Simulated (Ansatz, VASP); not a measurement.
# Cross-check of TaZn2 (Zn-Ta-Zn stack, (100) layers) between VASP and Ansatz, part 2 of 2

One calculation is typed for both programs; each brings its own data sets. How far apart do they land? The cell is taken from a series of runs on this material, whose earlier steps may have relaxed, scaled, displaced or heated it; both programs get it as it stands.

VASP 6.6.1 and Ansatz 0.2.0.

So far: The structure; Ansatz: zone-centre phonons, LDA.

### Step 3. VASP: zone-centre phonons, LDA

Level of this step: LDA; plane waves and PAW (Zn, Ta_pv) (VASP).

The same cell, functional (in two slightly different forms), mesh and smearing now go to VASP, with its own data sets.

Lines of VASP's logs that name or quote its potential files are left out, and so is its time.

INCAR reads:

```
SYSTEM = TaZn2
PREC = Accurate
ENCUT = 500
EDIFF = 1E-08
NELM = 120
ISMEAR = 1
SIGMA = 0.2
LREAL = .FALSE.
ALGO = Normal
GGA = PW92
NBANDS = 23
LASPH = .TRUE.
LORBIT = 11
LWAVE = .FALSE.
LCHARG = .FALSE.
ISIF = 2
IBRION = 8
GGA_COMPAT = .FALSE.
NELMDL = -8
KPAR = 2
```

POSCAR reads:

```
TaZn2
1.0
    2.7051213561      0.0000000000      0.0000000000
    0.0000000000      2.7051213561      0.0000000000
    0.0000000000      0.0000000000     32.1406778114
Zn Ta
2 1
Direct
    0.0000000000      0.0000000000      0.1750150771
    0.0000000000      0.0000000000      0.2969830584
    0.5000000000      0.5000000000      0.2359990677
```

KPOINTS reads:

```
Automatic mesh
0
Gamma
6 6 1
0 0 0
```

PAW data sets: Zn and Ta_pv (LDA family, release 64).

Launch:

```
$ mpirun -np 2 vasp_std
```

Numbers of over 12 decimals in the logs are rounded to 6 here.

What it wrote:

```text
[banner, memory and clock lines left out]
running    2 mpi-ranks, on    1 nodes
 distrk:  each k-point on    1 cores,    2 groups
 distr:  one band on    1 cores,    1 groups

 POSCAR found type information on POSCAR ZnTa
 POSCAR found :  2 types and       3 ions
|                                                                             |
|               ----> ADVICE to this user running VASP <----                  |
|                                                                             |
|     You enforced a specific xc type in the INCAR file but a different       |
|     [... a line on the potential file left out ...]
|     I HOPE YOU KNOW WHAT YOU ARE DOING!                                     |
|                                                                             |

 LDA part: xc-table for (Slater(with rela. corr.)+PW92), standard interpolation
 POSCAR, INCAR and KPOINTS ok, starting setup
 FFT: planning ... GRIDC
 FFT: planning ... GRID_SOFT
 FFT: planning ... GRID
 WAVECAR not read
 entering main loop
       N       E                     dE             d eps       ncg     rms          rms(c)
DAV:   1     0.196787922057E+03    0.19679E+03   -0.16591E+04   556   0.128E+03
DAV:   2    -0.400209598831E+01   -0.20079E+03   -0.19664E+03   544   0.304E+02
DAV:   3    -0.167385505019E+02   -0.12736E+02   -0.12571E+02   558   0.871E+01
DAV:   4    -0.170187053624E+02   -0.28015E+00   -0.27958E+00   598   0.114E+01
DAV:   5    -0.170240355028E+02   -0.53301E-02   -0.53289E-02   562   0.142E+00
DAV:   6    -0.170242432023E+02   -0.20770E-03   -0.20770E-03   609   0.254E-01
DAV:   7    -0.170242537648E+02   -0.10563E-04   -0.10562E-04   640   0.447E-02
DAV:   8    -0.170242541408E+02   -0.37599E-06   -0.37622E-06   609   0.581E-03    0.162E+01
DAV:   9    -0.155118519009E+02    0.15124E+01   -0.48096E+00   553   0.417E+01    0.895E+00
DAV:  10    -0.153776787711E+02    0.13417E+00   -0.21683E+00   601   0.190E+01    0.205E+00
DAV:  11    -0.152468177367E+02    0.13086E+00   -0.62271E-01   607   0.106E+01    0.597E-01
DAV:  12    -0.152423398936E+02    0.44778E-02   -0.66108E-02   495   0.179E+00    0.343E-01
DAV:  13    -0.152413883492E+02    0.95154E-03   -0.83758E-03   539   0.564E-01    0.186E-01
DAV:  14    -0.152399890947E+02    0.13993E-02   -0.52002E-03   563   0.439E-01    0.797E-02
[...]
DAV:  20    -0.152413781090E+02   -0.11217E-03   -0.10170E-05   496   0.125E-02    0.356E-03
DAV:  21    -0.152413986439E+02   -0.20535E-04   -0.73014E-07   530   0.604E-03    0.161E-03
DAV:  22    -0.152414215766E+02   -0.22933E-04   -0.11591E-06   496   0.312E-03    0.644E-04
DAV:  23    -0.152414259154E+02   -0.43389E-05   -0.12179E-07   433   0.114E-03    0.288E-04
DAV:  24    -0.152414284894E+02   -0.25740E-05   -0.67772E-08   383   0.841E-04    0.158E-04
DAV:  25    -0.152414288442E+02   -0.35481E-06   -0.46365E-09   370   0.286E-04    0.929E-05
DAV:  26    -0.152414290455E+02   -0.20126E-06   -0.50106E-09   328   0.229E-04    0.538E-05
DAV:  27    -0.152414290428E+02    0.26666E-08   -0.37241E-10   349   0.129E-04
   1 F= -.15241429E+02 E0= -.15240183E+02  d E =-.373663E-02
 Linear response reoptimize wavefunctions to high precision
DAV:   1    -0.152414290443E+02   -0.14888E-08   -0.28672E-10   314   0.747E-05
DAV:   2    -0.152414290444E+02   -0.80036E-10    0.53648E-11   300   0.303E-05
 Linear response DOF=           4
 Linear response progress:
  Degree of freedom:   1/  4
       N       E                     dE             d eps       ncg     rms          rms(c)
RMM:   1    -0.204145140142E+00   -0.20415E+00    0.10162E-02  1182   0.211E+00
RMM:   2    -0.204135055150E+00    0.10085E-04   -0.19172E-03  1128   0.285E-01    0.494E-02
RMM:   3    -0.203944212185E+00    0.19084E-03   -0.99708E-05  1155   0.480E-02    0.292E-02
RMM:   4    -0.203759310869E+00    0.18490E-03   -0.42535E-05  1223   0.386E-02    0.414E-03
RMM:   5    -0.203776716185E+00   -0.17405E-04   -0.21806E-06  1229   0.688E-03    0.188E-03
RMM:   6    -0.203782751821E+00   -0.60356E-05   -0.34908E-07  1242   0.273E-03    0.521E-04
RMM:   7    -0.203782088628E+00    0.66319E-06   -0.83537E-08  1141   0.134E-03    0.351E-04
RMM:   8    -0.203780879342E+00    0.12093E-05   -0.15756E-08  1244   0.534E-04    0.100E-04
RMM:   9    -0.203780715995E+00    0.16335E-06   -0.32193E-09  1306   0.168E-04    0.633E-05
RMM:  10    -0.203780537607E+00    0.17839E-06   -0.90174E-10  1299   0.936E-05    0.125E-05
RMM:  11    -0.203780523936E+00    0.13671E-07   -0.46713E-11  1194   0.385E-05    0.813E-06
RMM:  12    -0.203780524905E+00   -0.96965E-09   -0.62399E-11  1306   0.167E-05    0.590E-06
 first order change of Fermi-energy  -0.49916E-03
 force on displaced ion       1 direction 1 :  -2.702   0.000  -0.003
 Linear response progress:
  Degree of freedom:   2/  4
       N       E                     dE             d eps       ncg     rms          rms(c)
RMM:   1    -0.232626833408E+00   -0.23263E+00   -0.21189E-03   751   0.232E+00
RMM:   2    -0.232855522982E+00   -0.22869E-03   -0.37931E-03   712   0.385E-01    0.150E-01
RMM:   3    -0.232883290669E+00   -0.27768E-04   -0.93802E-04   634   0.199E-01    0.102E-01
RMM:   4    -0.232681031390E+00    0.20226E-03   -0.23886E-04   678   0.112E-01    0.562E-02
RMM:   5    -0.232661139527E+00    0.19892E-04   -0.47940E-05   742   0.428E-02    0.464E-03
RMM:   6    -0.232649054705E+00    0.12085E-04   -0.73592E-06   782   0.121E-02    0.234E-03
RMM:   7    -0.232642420592E+00    0.66341E-05   -0.28938E-07   748   0.584E-03    0.133E-03
RMM:   8    -0.232637787580E+00    0.46330E-05   -0.89066E-07   788   0.272E-03    0.699E-04
RMM:   9    -0.232635692542E+00    0.20950E-05   -0.30811E-07   734   0.161E-03    0.361E-04
RMM:  10    -0.232632686748E+00    0.30058E-05   -0.14840E-07   811   0.830E-04    0.257E-04
RMM:  11    -0.232631311385E+00    0.13754E-05   -0.15881E-07   739   0.664E-04    0.117E-04
RMM:  12    -0.232630734509E+00    0.57688E-06   -0.46746E-08   838   0.310E-04    0.905E-05
RMM:  13    -0.232631015269E+00   -0.28076E-06   -0.31233E-08   815   0.222E-04    0.489E-05
RMM:  14    -0.232630884706E+00    0.13056E-06   -0.23163E-09   800   0.980E-05    0.309E-05
RMM:  15    -0.232630722875E+00    0.16183E-06   -0.45325E-09   817   0.111E-04    0.159E-05
RMM:  16    -0.232630750106E+00   -0.27231E-07    0.13870E-09   792   0.324E-05    0.108E-05
RMM:  17    -0.232630730954E+00    0.19152E-07   -0.53722E-09   829   0.455E-05    0.549E-06
RMM:  18    -0.232630729435E+00    0.15190E-08    0.39519E-09   777   0.212E-05    0.398E-06
 first order change of Fermi-energy   0.75895E+00
 force on displaced ion       1 direction 3 :   0.000   0.000  -4.936
 Linear response progress:
  Degree of freedom:   3/  4
       N       E                     dE             d eps       ncg     rms          rms(c)
RMM:   1    -0.117922673582E+00   -0.11792E+00    0.13826E+01   946   0.179E+01
RMM:   2    -0.146371061176E+00   -0.28448E-01   -0.37440E-02  1167   0.121E+00    0.152E-01
RMM:   3    -0.145562295648E+00    0.80877E-03   -0.29214E-03  1280   0.269E-01    0.803E-02
RMM:   4    -0.144902684480E+00    0.65961E-03   -0.61418E-04  1273   0.126E-01    0.309E-02
RMM:   5    -0.144818056952E+00    0.84628E-04   -0.82456E-05  1308   0.426E-02    0.839E-03
RMM:   6    -0.144771668292E+00    0.46389E-04   -0.27389E-05  1353   0.169E-02    0.212E-03
RMM:   7    -0.144775943664E+00   -0.42754E-05   -0.69117E-06  1302   0.620E-03    0.104E-03
RMM:   8    -0.144778202189E+00   -0.22585E-05   -0.35411E-06  1231   0.309E-03    0.460E-04
RMM:   9    -0.144779887270E+00   -0.16851E-05   -0.16188E-06  1335   0.164E-03    0.160E-04
RMM:  10    -0.144780787364E+00   -0.90009E-06   -0.86320E-07  1463   0.871E-04    0.430E-05
RMM:  11    -0.144780947000E+00   -0.15964E-06   -0.43421E-07  1425   0.501E-04    0.271E-05
RMM:  12    -0.144781135893E+00   -0.18889E-06   -0.28194E-07  1340   0.316E-04    0.279E-05
RMM:  13    -0.144781146538E+00   -0.10645E-07   -0.12765E-07  1370   0.205E-04    0.349E-05
RMM:  14    -0.144780985708E+00    0.16083E-06   -0.56400E-08  1316   0.163E-04    0.648E-05
RMM:  15    -0.144781530898E+00   -0.54519E-06   -0.60146E-08  1550   0.157E-04    0.234E-05
RMM:  16    -0.144781533520E+00   -0.26218E-08   -0.25365E-08  1272   0.715E-05    0.281E-05
 first order change of Fermi-energy  -0.11222E-02
 force on displaced ion       3 direction 1 :  -5.128   0.000   0.000
 Linear response progress:
  Degree of freedom:   4/  4
       N       E                     dE             d eps       ncg     rms          rms(c)
RMM:   1    -0.264024713460E+00   -0.26402E+00    0.11588E+01   707   0.180E+01
RMM:   2    -0.298717961078E+00   -0.34693E-01   -0.15038E-01   746   0.235E+00    0.184E-01
RMM:   3    -0.292424949437E+00    0.62930E-02   -0.28464E-02   720   0.671E-01    0.808E-02
RMM:   4    -0.289881744074E+00    0.25432E-02   -0.12383E-03   774   0.237E-01    0.440E-02
RMM:   5    -0.289711123916E+00    0.17062E-03   -0.12436E-04   803   0.663E-02    0.967E-03
RMM:   6    -0.289660801503E+00    0.50322E-04   -0.11151E-04   810   0.267E-02    0.736E-03
RMM:   7    -0.289614563889E+00    0.46238E-04   -0.49474E-05   755   0.153E-02    0.242E-03
RMM:   8    -0.289609264374E+00    0.52995E-05   -0.10807E-05   776   0.653E-03    0.977E-04
RMM:   9    -0.289610334011E+00   -0.10696E-05   -0.68528E-06   765   0.258E-03    0.811E-04
RMM:  10    -0.289613862823E+00   -0.35288E-05   -0.39711E-06   786   0.223E-03    0.488E-04
RMM:  11    -0.289614138079E+00   -0.27526E-06   -0.40980E-06   796   0.238E-03    0.315E-04
RMM:  12    -0.289612915467E+00    0.12226E-05   -0.14782E-06   749   0.105E-03    0.144E-04
RMM:  13    -0.289612134995E+00    0.78047E-06   -0.89917E-07   766   0.747E-04    0.121E-04
RMM:  14    -0.289612246303E+00   -0.11131E-06   -0.98226E-07   754   0.400E-04    0.795E-05
RMM:  15    -0.289612561651E+00   -0.31535E-06   -0.76478E-07   772   0.425E-04    0.307E-05
RMM:  16    -0.289612434110E+00    0.12754E-06   -0.34820E-07   813   0.204E-04    0.187E-05
RMM:  17    -0.289612368304E+00    0.65806E-07    0.14084E-07   799   0.154E-04    0.856E-06
RMM:  18    -0.289612412078E+00   -0.43775E-07    0.38450E-08   760   0.931E-05    0.447E-06
RMM:  19    -0.289612405181E+00    0.68971E-08   -0.25951E-08   750   0.593E-05    0.321E-06
 first order change of Fermi-energy   0.80859E-03
 force on displaced ion       3 direction 3 :  -0.000  -0.000  -8.857
 Linear response finished
```

From OUTCAR (step 3):

```text
ion  position               nearest neighbor table
   1  0.000  0.000  0.175-   3 2.74   3 2.74   3 2.74   3 2.74
   2  0.000  0.000  0.297-   3 2.74   3 2.74   3 2.74   3 2.74
   3  0.500  0.500  0.236-   1 2.74   1 2.74   1 2.74   1 2.74   2 2.74   2 2.74   2 2.74   2 2.74

  LATTYP: Found a simple tetragonal cell.
 ALAT       =     2.7051213561
 C/A-ratio  =    11.8814180883

 Subroutine GETGRP returns: Found 16 space group operations
 (whereof  8 operations were pure point group operations)

The static configuration has the point symmetry C_4v.
 The point group associated with its full space group is D_4h.

 Found     10 irreducible k-points:

   k-points           NKPTS =     10   k-points in BZ     NKDIM =     10   number of bands    NBANDS=     23

   dimension x,y,z NGX =    20 NGY =   20 NGZ =  240
   dimension x,y,z NGXF=    40 NGYF=   40 NGZF=  480

   ENCUT  =  500.0 eV  36.75 Ry    6.06 a.u.   4.93  4.93 58.60*2*pi/ulx,y,z

   NELECT =      35.0000    total number of electrons

 k-points in reciprocal lattice and weights: Automatic mesh
   0.00000000  0.00000000  0.00000000       0.028
   0.16666667  0.00000000  0.00000000       0.111
   0.33333333  0.00000000  0.00000000       0.111
   0.50000000  0.00000000  0.00000000       0.056
   0.16666667  0.16666667  0.00000000       0.111
   0.33333333  0.16666667  0.00000000       0.222
   0.50000000  0.16666667  0.00000000       0.111
   0.33333333  0.33333333  0.00000000       0.111
   0.50000000  0.33333333  0.00000000       0.111
   0.50000000  0.50000000  0.00000000       0.028

 average (electrostatic) potential at core
       1 -43.0652       2 -43.0653       3 -44.9723

  Total        1.4809075      1.4809075     -0.7397095      0.0000000      0.0000000      0.0000000
  in kB       10.0881140     10.0881140     -5.0389872      0.0000000      0.0000000      0.0000000
  external PRESSURE =       5.0457469 kB  Pullay stress =       0.0000000 kB

  energy-cutoff  :      500.00
  volume of cell :      235.20
      direct lattice vectors                 reciprocal lattice vectors
     2.705121356  0.000000000  0.000000000     0.369669182  0.000000000  0.000000000
     0.000000000  2.705121356  0.000000000     0.000000000  0.369669182  0.000000000
     0.000000000  0.000000000 32.140677811     0.000000000  0.000000000  0.031113221

 POSITION                                       TOTAL-FORCE (eV/Angst)
 -----------------------------------------------------------------------------------
      0.00000      0.00000      5.62510        -0.000000     -0.000000      0.186080
      0.00000      0.00000      9.54524        -0.000000      0.000000     -0.186080
      1.35256      1.35256      7.58517         0.000000      0.000000      0.000000
 -----------------------------------------------------------------------------------
    total drift:                                0.000000      0.000000     -0.000563

 Eigenvectors and eigenvalues of the dynamical matrix
 ----------------------------------------------------

   1 f  =    5.353818 THz    33.639030 2PiTHz  178.584142 cm-1    22.141602 meV
             X         Y         Z           dx          dy          dz
      0.000000  0.000000  5.625103     0.000000   -0.000000    0.539750
      0.000000  0.000000  9.545237     0.000000   -0.000000    0.539750
      1.352561  1.352561  7.585170    -0.000000    0.000000   -0.646018

   2 f  =    4.494126 THz    28.237426 2PiTHz  149.907905 cm-1    18.586203 meV
             X         Y         Z           dx          dy          dz
      0.000000  0.000000  5.625103     0.000000   -0.000000    0.707107
      0.000000  0.000000  9.545237     0.000000   -0.000000   -0.707107
      1.352561  1.352561  7.585170    -0.000000   -0.000000    0.000000

   3 f  =    4.064040 THz    25.535117 2PiTHz  135.561787 cm-1    16.807512 meV
             X         Y         Z           dx          dy          dz
      0.000000  0.000000  5.625103     0.245048   -0.479857   -0.000000
      0.000000  0.000000  9.545237     0.245048   -0.479857    0.000000
      1.352561  1.352561  7.585170    -0.294525    0.576743    0.000000

   4 f  =    4.064040 THz    25.535117 2PiTHz  135.561787 cm-1    16.807512 meV
             X         Y         Z           dx          dy          dz
      0.000000  0.000000  5.625103     0.479857    0.245048   -0.000000
      0.000000  0.000000  9.545237     0.479857    0.245048    0.000000
      1.352561  1.352561  7.585170    -0.576743   -0.294525   -0.000000

   5 f  =    3.256585 THz    20.461724 2PiTHz  108.627968 cm-1    13.468146 meV
             X         Y         Z           dx          dy          dz
      0.000000  0.000000  5.625103     0.633520    0.314090   -0.000000
      0.000000  0.000000  9.545237    -0.633520   -0.314090    0.000000
      1.352561  1.352561  7.585170    -0.000000   -0.000000   -0.000000

   6 f  =    3.256585 THz    20.461724 2PiTHz  108.627968 cm-1    13.468146 meV
             X         Y         Z           dx          dy          dz
      0.000000  0.000000  5.625103     0.314090   -0.633520   -0.000000
      0.000000  0.000000  9.545237    -0.314090    0.633520    0.000000
      1.352561  1.352561  7.585170    -0.000000   -0.000000   -0.000000

   7 f/i=    0.000640 THz     0.004020 2PiTHz    0.021341 cm-1     0.002646 meV
             X         Y         Z           dx          dy          dz
      0.000000  0.000000  5.625103     0.457874   -0.006332   -0.000000
      0.000000  0.000000  9.545237     0.457874   -0.006332   -0.000000
      1.352561  1.352561  7.585170     0.761913   -0.010537   -0.000000

   8 f/i=    0.000640 THz     0.004020 2PiTHz    0.021341 cm-1     0.002646 meV
             X         Y         Z           dx          dy          dz
      0.000000  0.000000  5.625103    -0.006332   -0.457874   -0.000000
      0.000000  0.000000  9.545237    -0.006332   -0.457874   -0.000000
      1.352561  1.352561  7.585170    -0.010537   -0.761913   -0.000000

   9 f/i=    0.011902 THz     0.074780 2PiTHz    0.396997 cm-1     0.049221 meV
             X         Y         Z           dx          dy          dz
      0.000000  0.000000  5.625103     0.000000    0.000000   -0.456804
      0.000000  0.000000  9.545237     0.000000    0.000000   -0.456804
      1.352561  1.352561  7.585170     0.000000    0.000000   -0.763322

 ELASTIC MODULI CONTR FROM IONIC RELAXATION (kBar)
 Direction    XX          YY          ZZ          XY          YZ          ZX
 --------------------------------------------------------------------------------
 XX        -207.3084   -207.3084   -240.5353      0.0000     -0.0000      0.0000
 YY        -207.3084   -207.3084   -240.5353      0.0000     -0.0000      0.0000
 ZZ        -240.5353   -240.5353   -279.0878      0.0000     -0.0000      0.0000
 XY           0.0000      0.0000      0.0000      0.0000      0.0000      0.0000
 YZ          -0.0000     -0.0000     -0.0000      0.0000   -133.7881      0.0000
 ZX           0.0000      0.0000      0.0000      0.0000      0.0000   -157.9348
 --------------------------------------------------------------------------------
```

This run has no spin polarisation. Its electron count is odd, so without a moment it is a metal by construction.

### Step 4. Comparison

Known differences besides the potentials themselves: Ansatz cuts the interaction across the vacuum, VASP repeats the sheet without a dipole correction; VASP's run holds the zone centre alone; the data sets hold 37 valence electrons in Ansatz (on its default PAW (the set named soft_2) files) and 35 in VASP; the cutoff is 420 eV in Ansatz and 500 eV in VASP; VASP's log shows a relativistic correction to its local exchange, Ansatz's none. Total energies have different zeros and are not compared.

Both answers:

```tsv
quantity	Ansatz	VASP	difference
optical mode 1 to 2 (cm⁻¹)	107.9	108.6	-0.68 %
optical mode 3 to 4 (cm⁻¹)	134.8	135.6	-0.59 %
optical mode 5 (cm⁻¹)	149.0	149.9	-0.60 %
optical mode 6 (cm⁻¹)	178.2	178.6	-0.21 %
```

Modes are paired by rising frequency, not by their patterns, so a pair may set unlike modes beside each other; they are those without the splitting of longitudinal modes. Where the cell holds vacuum, a pressure given here is an average over it and none of the material.

### Step 5. Summary of results

```yaml
r_m_s_difference_of_the_optical_zone_centre_modes_each_program_s_sorted_by_frequency_zone_centre_phonons_lda: 0.74 cm⁻¹
difference_in_optical_mode_1_to_2_zone_centre_phonons_lda: -0.7 %
```

**Reading.** The r.m.s. difference of the optical zone-centre modes, each program's sorted by frequency is 0.74 cm⁻¹ (zone-centre phonons, LDA). The data sets hold unlike numbers of valence electrons (37 in Ansatz and 35 in VASP), so part of the differences may come from the potentials. Among the rows given in per cent, the largest difference of the zone-centre phonons, LDA pair is in optical mode 1 to 2, -0.7 %. How closely two codes agree says nothing of how well the functional describes the real material.

[Lines on the potential files, build, host, timing and source positions are cut from VASP's logs without a mark.]

[Logs are printed without paths, hosts, clocks, repeated set-up lines and the standing remarks that a program may print on its own settings, such as how far it seeks lower states.]

[Hosts, paths, dates, database ids (printed as entryN), source tags and the programs' standing remarks are cut or masked in the printed files.]
